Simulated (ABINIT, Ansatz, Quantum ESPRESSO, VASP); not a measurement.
## Code comparison for Ag (Fm-3m, 1 atom in the cell)

Self-consistent single point.

```xyz
1
Lattice="0.0000 2.0450 2.0450 2.0450 0.0000 2.0450 2.0450 2.0450 0.0000" Properties=species:S:1:pos:R:3 pbc="T T T"
Ag     0.0000     0.0000     0.0000
```

Shared settings, as Ansatz (a first-principles code) writes them: kpoints.mp_grid.grid = 14 14 14; scf.occupations.method = gaussian; scf.occupations.width = 0.1 eV. Potentials and cutoffs stand in the table.

```csv
code,model,pressure (GPa),cutoff
Ansatz,"PBEsol, default PAW files made with PBE",-3.03,420 eV
VASP,"PBEsol, VASP's PBE PAW potentials (set 64)",-3.31,300 eV
Quantum ESPRESSO,"PBEsol, GBRV 1.5 ultrasoft (PBESOL) pseudopotentials",-4.62,40 Ry
ABINIT,"PBEsol, norm-conserving pseudopotentials (PseudoDojo nc-sr-04 PBEsol standard)",-3.19,41 Ha
```

The spread over the programs that give each value: pressure within 1.59 GPa.

Ansatz's pressure is given at a fixed set of plane waves, as the other plane-wave codes print theirs; with its correction for the finite basis it is -2.99 GPa. In the pressure, Quantum ESPRESSO (by 1.37) lies more than 1 GPa from the median of the plane-wave programs.

VASP's run is marked for a possible Pulay error in its stress at this cutoff; no cutoff test was made.

The starting cell has typed, rounded lattice constants, without a prior relaxation at this level.

Left out of this page: GPAW, Elk, FLEUR and SIESTA (not drawn, or without a comparable value).

Keys are those of Ansatz 0.2.
